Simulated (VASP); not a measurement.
## GW on CdSe (Cadmoselite): a test of the settings

How far does the GW correction to the gap of CdSe (Cadmoselite) depend on the settings? The starting structure is a measured crystal structure from the Crystallography Open Database. The atoms were first relaxed with LDA in that cell, in a run that isn't shown, and the relaxed structure is the one below.

Calculated with VASP 6.6.1; GW on LDA orbitals, with plane waves and PAW data sets made for GW.

The database entry behind the starting cell has ideal inner coordinates that were not refined, so it need not match the best structure at ambient conditions.

## 1. The structure

The structure is hexagonal, space group P6_3mc (No. 186). Conventional cell: a = 4.299 Å, b = 4.299 Å, c = 7.015 Å, α = 90.00°, β = 90.00°, γ = 120.00°. Cd has 4 Se at 2.63 Å nearest. Se has 4 Cd at 2.63 Å nearest. Farther neighbours and most contacts between anions are not listed.

Structure file:

```cif
data_structure
_symmetry_space_group_name_H-M 'P 1'
_symmetry_Int_Tables_number 1
_cell_length_a 4.2985
_cell_length_b 4.2985
_cell_length_c 7.0152
_cell_angle_alpha 90.000
_cell_angle_beta 90.000
_cell_angle_gamma 120.000
_cell_volume 112.25
loop_
_atom_site_label
_atom_site_type_symbol
_atom_site_fract_x
_atom_site_fract_y
_atom_site_fract_z
_atom_site_occupancy
Cd1 Cd 0.33333 0.66667 0.49985 1
Cd2 Cd 0.66667 0.33333 0.99985 1
Se3 Se 0.33333 0.66667 0.87515 1
Se4 Se 0.66667 0.33333 0.37515 1
```

## 2. G0W0 (response cutoff 100 eV, 3×3×2 mesh)

It reads the orbitals and their derivatives (WAVECAR and WAVEDER) of a run with the empty bands, which follows a ground-state run; neither is shown.

File INCAR:

```
SYSTEM = CdSe
PREC = Accurate
ENCUT = 300
ISMEAR = 0
SIGMA = 0.01
LREAL = .FALSE.
GGA = CA
NBANDS = 256
ALGO = EVGW0
NELMGW = 1
ENCUTGW = 100
NOMEGA = 40
PRECFOCK = Fast
NBANDSGW = 32
LWAVE = .FALSE.
LCHARG = .FALSE.
```

File POSCAR:

```
CdSe
1.0
    4.2985000000      0.0000000000      0.0000000000
   -2.1492500000      3.7226101982      0.0000000000
    0.0000000000      0.0000000000      7.0152000000
Cd Se
2 2
Direct
    0.3333333333      0.6666666667      0.4998477097
    0.6666666667      0.3333333333      0.9998477097
    0.3333333333      0.6666666667      0.8751522903
    0.6666666667      0.3333333333      0.3751522903
```

File KPOINTS:

```
Automatic mesh
0
Gamma
3 3 2
0 0 0
```

The projector-augmented-wave data sets are Cd_GW and Se_GW (LDA family, release 64).

The run is started by

```sh
$ mpirun -np 8 vasp_std
```

The program printed:

```text
[banner, memory and clock lines left out]
running    8 mpi-ranks, on    1 nodes
 distrk:  each k-point on    8 cores,    1 groups
 distr:  one band on    1 cores,    8 groups

 POSCAR found type information on POSCAR CdSe
 POSCAR found :  2 types and       4 ions
|                                                                             |
|           W    W    AA    RRRRR   N    N  II  N    N   GGGG   !!!           |
|           W    W   A  A   R    R  NN   N  II  NN   N  G    G  !!!           |
|           W    W  A    A  R    R  N N  N  II  N N  N  G       !!!           |
|           W WW W  AAAAAA  RRRRR   N  N N  II  N  N N  G  GGG   !            |
|           WW  WW  A    A  R   R   N   NN  II  N   NN  G    G                |
|           W    W  A    A  R    R  N    N  II  N    N   GGGG   !!!           |
|                                                                             |
|     For optimal performance we recommend to set                             |
|       NCORE = 2 up to number-of-cores-per-socket                            |
|     NCORE specifies how many cores store one orbital (NPAR=cpu/NCORE).      |
|     This setting can greatly improve the performance of VASP for DFT.       |
|     The default, NCORE=1 might be grossly inefficient on modern             |
|     multi-core architectures or massively parallel machines. Do your        |
|     Unfortunately you need to use the default for GW and RPA                |
|     calculations (for HF NCORE is supported but not extensively tested      |
|     yet).                                                                   |
|                                                                             |

|                                                                             |
|           W    W    AA    RRRRR   N    N  II  N    N   GGGG   !!!           |
|           W    W   A  A   R    R  NN   N  II  NN   N  G    G  !!!           |
|           W    W  A    A  R    R  N N  N  II  N N  N  G       !!!           |
|           W WW W  AAAAAA  RRRRR   N  N N  II  N  N N  G  GGG   !            |
|           WW  WW  A    A  R   R   N   NN  II  N   NN  G    G                |
|           W    W  A    A  R    R  N    N  II  N    N   GGGG   !!!           |
|                                                                             |
|     The default for ENCUTGWSOFT is different in this version of VASP.       |
|     please manually set ENCUTGWSOFT =100 in the INCAR file.                 |
|                                                                             |

 LDA part: xc-table for (Slater(with rela. corr.)+CA(PZ))
 , standard interpolation
 found WAVECAR, reading the header
 POSCAR, INCAR and KPOINTS ok, starting setup
 FFT: planning ... GRIDC
 FFT: planning ... GRID_SOFT
 FFT: planning ... GRID
 reading WAVECAR
 the WAVECAR file was read successfully
 initial charge from wavefunction
 available memory per node:     62.92 GB, setting MAXMEM to     64426

 The Fermi energy was updated, please check that it is located mid-gap
 values below the HOMO (VB) or above the LUMO (CB) will cause erroneous energies
 E-fermi :   2.2277

 calculate exact exchange contribution
 the WAVEDER file was read successfully
|                                                                             |
|           W    W    AA    RRRRR   N    N  II  N    N   GGGG   !!!           |
|           W    W   A  A   R    R  NN   N  II  NN   N  G    G  !!!           |
|           W    W  A    A  R    R  N N  N  II  N N  N  G       !!!           |
|           W WW W  AAAAAA  RRRRR   N  N N  II  N  N N  G  GGG   !            |
|           WW  WW  A    A  R   R   N   NN  II  N   NN  G    G                |
|           W    W  A    A  R    R  N    N  II  N    N   GGGG   !!!           |
|                                                                             |
|     Automatic setting of frequency mesh for GW failed. Frequency mesh       |
|     properly not suitable for determining QP energies. Consider             |
|     increasing number of kpoints.                                           |
|                                                                             |

energies w=
    0.000    0.000    0.296    0.000    0.590    0.000    0.880    0.000
    1.166    0.000    1.446    0.000    1.719    0.000    1.987    0.000
    2.249    0.000    2.505    0.000    2.757    0.000    3.005    0.000
    3.252    0.000    3.497    0.000    3.743    0.000    3.992    0.000
    4.244    0.000    4.503    0.000    4.770    0.000    5.048    0.000
    5.339    0.000    5.648    0.000    5.979    0.000    6.337    0.000
    6.729    0.000    7.162    0.000    7.648    0.000    8.202    0.000
    8.841    0.000    9.593    0.000   10.496    0.000   11.606    0.000
   13.007    0.000   14.837    0.000   17.333    0.000   20.937    0.000
   26.585    0.000   36.665    0.000   59.598    0.000  161.729    0.000
 responsefunction array rank=     264
 LDA part: xc-table for (Slater(with rela. corr.)+CA(PZ))
 , standard interpolation

 min. memory requirement per mpi rank    127.0 MB, per node   1016.2 MB

 allocating   5 responsefunctions rank=   264
 shmem allocating  40 responsefunctions rank=   264
 response function shared by NCSHMEM nodes    1
 Doing            5  frequencies on each core in blocks of           40
NQ=   1    0.0000    0.0000    0.0000,
|.........|.........|.........|.........|.........|.........|.........|.........
 performed        252000 updates of chi_q(r,r)
 total number of BLAS operations        127.28 Gflops
NQ=   2    0.3333   -0.0000    0.0000,
|.........|.........|.........|.........|.........|.........|.........|.........
 performed        701000 updates of chi_q(r,r)
 total number of BLAS operations        359.09 Gflops
NQ=   3    0.3333    0.3333    0.0000,
|.........|.........|.........|.........|.........|.........|.........|.........
 performed       1019000 updates of chi_q(r,r)
 total number of BLAS operations        513.07 Gflops
NQ=   4    0.0000    0.0000    0.5000,
|.........|.........|.........|.........|.........|.........|.........|.........
 performed       1271000 updates of chi_q(r,r)
 total number of BLAS operations        653.87 Gflops
NQ=   5    0.3333   -0.0000    0.5000,
|.........|.........|.........|.........|.........|.........|.........|.........
 performed       1720000 updates of chi_q(r,r)
 total number of BLAS operations        900.52 Gflops
NQ=   6    0.3333    0.3333    0.5000,
|.........|.........|.........|.........|.........|.........|.........|.........
 performed       2038000 updates of chi_q(r,r)
 total number of BLAS operations       1054.50 Gflops
 resolving degeneracies of screened two electron integrals

 calculate QP shifts <psi_nk| G(iteration)W_0 |psi_nk>: iteration 1
 entering main loop
```

Elapsed: 41 s, on 8 MPI ranks of Intel Xeon Platinum 8259CL at 2.50GHz (Skylake/Cascade Lake), shared host; peak memory 1.5 GiB; 4.3 min of CPU time.

The logs omit lines about the potential files and the build; timing stands in the text.

From OUTCAR (step 2):

```text
ion  position               nearest neighbor table
   1  0.333  0.667  0.500-   4 2.63   4 2.63   4 2.63   3 2.63
   2  0.667  0.333  1.000-   3 2.63   3 2.63   3 2.63   4 2.63
   3  0.333  0.667  0.875-   2 2.63   2 2.63   2 2.63   1 2.63
   4  0.667  0.333  0.375-   1 2.63   1 2.63   1 2.63   2 2.63

  LATTYP: Found a hexagonal cell.
 ALAT       =     4.2985000000
 C/A-ratio  =     1.6320111667

 Subroutine GETGRP returns: Found 12 space group operations
 (whereof  6 operations were pure point group operations)

The static configuration has the point symmetry C_3v.
 The point group associated with its full space group is C_6v.

 Found      6 irreducible k-points:

   k-points           NKPTS =      6   k-points in BZ     NKDIM =     18   number of bands    NBANDS=    256

   dimension x,y,z NGX =    24 NGY =   24 NGZ =   40
   dimension x,y,z NGXF=    48 NGYF=   48 NGZF=   80

   ENCUT  =  300.0 eV  22.05 Ry    4.70 a.u.   6.07  6.07  9.91*2*pi/ulx,y,z

   NELECT =      36.0000    total number of electrons

  energy-cutoff  :      300.00
  volume of cell :      112.25
      direct lattice vectors                 reciprocal lattice vectors
     4.298500000  0.000000000  0.000000000     0.232639293  0.134314358  0.000000000
    -2.149250000  3.722610198  0.000000000     0.000000000  0.268628717  0.000000000
     0.000000000  0.000000000  7.015200000     0.000000000  0.000000000  0.142547611

 k-points in reciprocal lattice and weights: Automatic mesh
   0.00000000  0.00000000  0.00000000       0.056
   0.33333333 -0.00000000  0.00000000       0.333
   0.33333333  0.33333333  0.00000000       0.111
   0.00000000  0.00000000  0.50000000       0.056
   0.33333333 -0.00000000  0.50000000       0.333
   0.33333333  0.33333333  0.50000000       0.111

 E-fermi :   2.2277

 QP shifts <psi_nk| G(iteration)W_0 |psi_nk>: iteration 1
 for sc-GW calculations column KS-energies equals QP-energies in previous step
 and V_xc(KS)=  KS-energies - (<T + V_ion + V_H > + <T+V_H+V_ion>^1  + <V_x>^1)
 k-point   1 :       0.0000    0.0000    0.0000
  band No.  KS-energies  QP-energies   sigma(KS)   V_xc(KS)     V^pw_x(r,r')   Z            occupation Imag(sigma)
    ...
     15       1.2528       0.8526     -12.8918     -12.3404     -15.0798       0.7259       2.0000       0.1705
     16       1.9745       1.6731     -13.1933     -12.7812     -15.0429       0.7313       2.0000       0.1559
     17       2.0416       1.6871     -13.3647     -12.8808     -15.3951       0.7325       2.0000       0.1638
     18       2.0416       1.6871     -13.3647     -12.8808     -15.3951       0.7325       2.0000       0.1638
     19       2.4138       2.8297      -9.6537     -10.2048      -5.8381       0.7547       0.0000      -0.0434
     20       3.9985       4.4158      -9.5120     -10.0632      -5.3684       0.7569       0.0000      -0.0527
     21       7.7141       8.0916      -9.0727      -9.5791      -4.6112       0.7456       0.0000      -0.0909
     22       7.7141       8.0916      -9.0727      -9.5791      -4.6112       0.7456       0.0000      -0.0909
    ...

 k-point   2 :       0.3333   -0.0000    0.0000
  band No.  KS-energies  QP-energies   sigma(KS)   V_xc(KS)     V^pw_x(r,r')   Z            occupation Imag(sigma)
    ...
     15      -0.6958      -1.1415     -11.8546     -11.2272     -14.2480       0.7104       2.0000       0.1986
     16       0.3731      -0.0536     -12.2874     -11.6930     -14.6168       0.7177       2.0000       0.1778
     17       1.1396       0.7818     -12.5677     -12.0755     -14.5432       0.7269       2.0000       0.1594
     18       1.4505       1.0716     -12.9875     -12.4665     -15.0904       0.7272       2.0000       0.1675
     19       4.8182       5.2548     -10.0766     -10.6616      -6.0775       0.7464       0.0000      -0.0554
     20       5.2717       5.6106      -9.2352      -9.6858      -5.0588       0.7520       0.0000      -0.0648
     21       6.8877       7.1876      -8.9659      -9.3686      -4.7534       0.7447       0.0000      -0.0957
     22       7.6669       8.0741      -9.4096      -9.9634      -4.8818       0.7354       0.0000      -0.1096
    ...

 k-point   3 :       0.3333    0.3333    0.0000
  band No.  KS-energies  QP-energies   sigma(KS)   V_xc(KS)     V^pw_x(r,r')   Z            occupation Imag(sigma)
    ...
     15      -1.1120      -1.5693     -11.1484     -10.4969     -13.6991       0.7018       2.0000       0.2022
     16       0.0875      -0.3341     -12.0220     -11.4348     -14.2849       0.7180       2.0000       0.1744
     17       0.0875      -0.3341     -12.0220     -11.4348     -14.2849       0.7180       2.0000       0.1744
     18       0.3058      -0.1374     -12.1657     -11.5505     -14.3800       0.7205       2.0000       0.1716
     19       6.0213       6.1520      -7.9245      -8.0963      -3.9759       0.7608       0.0000      -0.0893
     20       6.6736       7.2382     -10.9359     -11.7098      -6.4464       0.7297       0.0000      -0.0778
     21       6.6736       7.2382     -10.9359     -11.7098      -6.4464       0.7297       0.0000      -0.0778
     22       8.8248       9.0764      -8.7396      -9.0804      -4.3914       0.7381       0.0000      -0.1296
    ...

 k-point   4 :       0.0000    0.0000    0.5000
  band No.  KS-energies  QP-energies   sigma(KS)   V_xc(KS)     V^pw_x(r,r')   Z            occupation Imag(sigma)
    ...
     15       1.6280       1.2482     -13.1040     -12.5834     -15.2116       0.7296       2.0000       0.1674
     16       1.6280       1.2482     -13.1040     -12.5834     -15.2116       0.7296       2.0000       0.1674
     17       1.6280       1.2482     -13.1040     -12.5834     -15.2116       0.7296       2.0000       0.1674
     18       1.6280       1.2482     -13.1040     -12.5834     -15.2116       0.7296       2.0000       0.1674
     19       4.1779       4.6114      -9.8597     -10.4363      -5.8308       0.7518       0.0000      -0.0552
     20       4.1779       4.6114      -9.8597     -10.4363      -5.8308       0.7518       0.0000      -0.0552
     21       7.6707       8.0474      -9.3283      -9.8397      -4.8931       0.7365       0.0000      -0.1034
     22       7.6707       8.0474      -9.3283      -9.8397      -4.8931       0.7365       0.0000      -0.1034
    ...

[... 2 further parts left out ...]
```

G0W0 (response cutoff 100 eV, 3×3×2 mesh): the quasiparticle gap on this mesh is 1.143 eV, +0.770 eV from the LDA gap on the same points, with 256 bands.

## 3. G0W0 (response cutoff 160 eV, 3×3×2 mesh)

It reads the orbitals and their derivatives (WAVECAR and WAVEDER) of a run with the empty bands, which follows a ground-state run; neither is shown.

Edit INCAR of step 2 so:

```diff
@@ -7,6 +7,6 @@
 GGA = CA
-NBANDS = 256
+NBANDS = 520
 ALGO = EVGW0
 NELMGW = 1
-ENCUTGW = 100
+ENCUTGW = 160
 NOMEGA = 40
```

POSCAR is that of step 2.

KPOINTS is that of step 2.

The run is started by

```sh
$ mpirun -np 8 vasp_std
```

The program printed:

```text
[banner, memory and clock lines left out]
running    8 mpi-ranks, on    1 nodes
[...]
[... a notice as in an earlier step ...]

|                                                                             |
|           W    W    AA    RRRRR   N    N  II  N    N   GGGG   !!!           |
|           W    W   A  A   R    R  NN   N  II  NN   N  G    G  !!!           |
|           W    W  A    A  R    R  N N  N  II  N N  N  G       !!!           |
|           W WW W  AAAAAA  RRRRR   N  N N  II  N  N N  G  GGG   !            |
|           WW  WW  A    A  R   R   N   NN  II  N   NN  G    G                |
|           W    W  A    A  R    R  N    N  II  N    N   GGGG   !!!           |
|                                                                             |
|     The default for ENCUTGWSOFT is different in this version of VASP.       |
|     please manually set ENCUTGWSOFT =160 in the INCAR file.                 |
|                                                                             |

[...]
total number of BLAS operations       1211.09 Gflops
NQ=   2    0.3333   -0.0000    0.0000,
|.........|.........|.........|.........|.........|.........|.........|.........
 performed       1448000 updates of chi_q(r,r)
 total number of BLAS operations       3164.74 Gflops
NQ=   3    0.3333    0.3333    0.0000,
|.........|.........|.........|.........|.........|.........|.........|.........
 performed       2106000 updates of chi_q(r,r)
 total number of BLAS operations       4534.11 Gflops
NQ=   4    0.0000    0.0000    0.5000,
|.........|.........|.........|.........|.........|.........|.........|.........
 performed       2630000 updates of chi_q(r,r)
 total number of BLAS operations       5609.41 Gflops
NQ=   5    0.3333   -0.0000    0.5000,
|.........|.........|.........|.........|.........|.........|.........|.........
 performed       3554000 updates of chi_q(r,r)
 total number of BLAS operations       7563.06 Gflops
NQ=   6    0.3333    0.3333    0.5000,
|.........|.........|.........|.........|.........|.........|.........|.........
 performed       4212000 updates of chi_q(r,r)
 total number of BLAS operations       8932.42 Gflops
 resolving degeneracies of screened two electron integrals

 calculate QP shifts <psi_nk| G(iteration)W_0 |psi_nk>: iteration 1
 entering main loop
[key lines of the parts left out:]
E-fermi :   2.2277
```

The job ended after 1.8 min (8 MPI ranks; peak memory 3.1 GiB; 12 min of CPU time).

From OUTCAR (step 3):

```text
 QP shifts <psi_nk| G(iteration)W_0 |psi_nk>: iteration 1
 for sc-GW calculations column KS-energies equals QP-energies in previous step
 and V_xc(KS)=  KS-energies - (<T + V_ion + V_H > + <T+V_H+V_ion>^1  + <V_x>^1)
 k-point   1 :       0.0000    0.0000    0.0000
  band No.  KS-energies  QP-energies   sigma(KS)   V_xc(KS)     V^pw_x(r,r')   Z            occupation Imag(sigma)
    ...
     15       1.2528       0.6505     -13.1715     -12.3404     -15.0798       0.7247       2.0000      -0.1974
     16       1.9745       1.4533     -13.4952     -12.7812     -15.0429       0.7301       2.0000      -0.2129
     17       2.0416       1.4647     -13.6704     -12.8808     -15.3951       0.7306       2.0000      -0.2078
     18       2.0416       1.4647     -13.6704     -12.8808     -15.3951       0.7306       2.0000      -0.2078
     19       2.4138       2.6354      -9.9105     -10.2048      -5.8381       0.7529       0.0000      -0.4657
     20       3.9985       4.2373      -9.7469     -10.0632      -5.3684       0.7550       0.0000      -0.4403
     21       7.7141       7.9645      -9.2428      -9.5791      -4.6112       0.7448       0.0000      -0.3548
     22       7.7141       7.9645      -9.2428      -9.5791      -4.6112       0.7448       0.0000      -0.3548
    ...

[... 1 part as in an earlier step ...]

[... 2 further parts left out ...]
[key lines of the parts left out:]
E-fermi :   2.2277
```

G0W0 (response cutoff 160 eV, 3×3×2 mesh): the quasiparticle gap on this mesh is 1.171 eV, +0.798 eV from the LDA gap on the same points, with 520 bands.

(Continued in part 2 of 2.)

[Lines on the potential files, build, host, timing and source positions are cut from VASP's logs without a mark.]

[Logs are printed without paths, hosts, clocks, repeated set-up lines and the standing remarks that a program may print on its own settings, such as how far it seeks lower states.]

[Hosts, paths, dates, database ids (printed as entryN), source tags and the programs' standing remarks are cut or masked in the printed files.]
